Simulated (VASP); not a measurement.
Input of a VASP 6.6.1 run:

The input INCAR:

```
  PREC = Accurate
  ENCUT = 600
  EDIFF = 1E-7
  ISMEAR = -1
  SIGMA = 0.05
  LREAL = F
  LASPH = T
  NELM = 100
  ALGO = Normal
  ISIF = 3
  LWAVE = F
  LCHARG = F
  LMAXMIX = 4
  LDAU = T
  LDAUTYPE = 2
  LDAUL = 2 -1
  LDAUU = 6 0
  LDAUJ = 0 0
  LDAUPRINT = 1
  GGA = PE
  IBRION = 2
  NSW = 60
  EDIFFG = -0.01
```

File KPOINTS:

```
Automatic mesh
0
Gamma
  7 7 7
```

POSCAR

```
MoI
1.0
    0.0000000000      3.1788513800      3.1788513800
    3.1788513800      0.0000000000      3.1788513800
    3.1788513800      3.1788513800      0.0000000000
Mo I
1 1
Direct
    0.0000000000      0.0000000000      0.0000000000
    0.7500000000      0.7500000000      0.7500000000
```

Potentials or basis: VASP PAW PBE potentials, release 64 (Mo_sv, I).

Launch:

```bash
$ cat potpaw_PBE.64/Mo_sv/POTCAR potpaw_PBE.64/I/POTCAR > POTCAR
$ mpirun -np 1 vasp_std > vasp.out
```

Problem. Estimate the band gap on the k mesh.

Solution. None (metal or under the smearing width).

Problem. What does it give for the relaxed cell?

Solution. a = 4.529 Å, b = 4.529 Å, c = 4.529 Å, α = 60.00°, β = 60.00°, γ = 60.00°.

The path:
```tsv
step	energy change (eV)	largest force (eV/Å)	pressure (GPa)	volume (Å³)
1	0.0000	0.0000	1.06	64.25
2	-0.0039	0.0000	-0.39	66.25
3	-0.0046	0.0000	0.00	65.67
```

Caveat: an odd number of electrons without spin polarisation forces a metal; a magnetic or distorted state may lie lower; U without spin polarisation on a metal has little footing. The run has no spin-orbit coupling, so splittings on I are missing.
